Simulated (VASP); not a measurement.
Data:

```yaml
crystal:
  lattice:
    - [1.23592, -2.14068, 0.00000]
    - [1.23592, 2.14068, 0.00000]
    - [0.00000, 0.00000, 3.98576]
  atoms:
    - { symbol: Co, position: [0.33333, 0.66667, 0.25000], spin: 1.6 }
    - { symbol: Co, position: [0.66667, 0.33333, 0.75000], spin: 1.6 }
```

Calculation: optB86b-vdW, VASP's PBE PAW potentials (set 64) (plane waves; VASP). Numerical set-up: 520 eV cut-off, Gaussian smearing of 0.050 eV, potentials Co.

**Question.** Predict the cell moment, band gap (along the path) with the smallest direct gap where there is one.

**Answer.** 
```
Item                                                          Value
-------------------------  ----------------------------------------
band gap (along the path)  none (metal, semimetal or under 0.01 eV)
cell moment                                                 3.10 μB
```

Total energies compare only between runs with the same potentials, cut-off and functional.

The compound is Co in the hcp structure. It was relaxed first, which changed the volume by -5 %.
